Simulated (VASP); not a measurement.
Calculation: PBE GGA, VASP's PBE PAW potentials (set 64) (plane waves; VASP 6.6.1).

A VASP calculation is set up with these files.

KPOINTS:
```
Automatic mesh
0
Gamma
16 16 8
0 0 0
```

### INCAR
```
NELM = 100   # most electronic steps
NSW = 40   # most ionic steps
PREC = Accurate
SIGMA = 0.1
LASPH = T   # aspherical one-centre terms
SYSTEM = Zn
ISIF = 3
GGA = PE   # PBE
LCHARG = F
EDIFF = 1E-6   # SCF stop (eV)
IBRION = 2   # conjugate gradients
LWAVE = F
LREAL = F
ALGO = Normal
PSTRESS = 200
LMAXMIX = 4
ISMEAR = 1
EDIFFG = -0.02
ENCUT = 500
```

POSCAR:
```
Zn
1
    1.2950469236    -2.2430875837     0.0000000000
    1.2950469236     2.2430875837     0.0000000000
    0.0000000000     0.0000000000     4.6978795106
Zn
2
Direct
  0.3333330000   0.6666670000   0.2500000000
  0.6666670000   0.3333330000   0.7500000000
```

POTCAR, in this order: Zn (PBE.64 set). Program: vasp_std.

### Question
What will the output report for the number of irreducible k-points (NKPTS), largest plane-wave count, number of space-group operations, FFT grid (NGX, NGY, NGZ)?

### Answer

```yaml
number of irreducible k-points (NKPTS): 150
largest_plane_wave_count: 714
number_of_space_group_operations: 24
FFT grid (NGX, NGY, NGZ): 20 × 20 × 36
```

The compound is Zn in the hcp structure. This run relaxes it under an external pressure of 20 GPa. Symmetry was kept, so distortions that lower it aren't found.
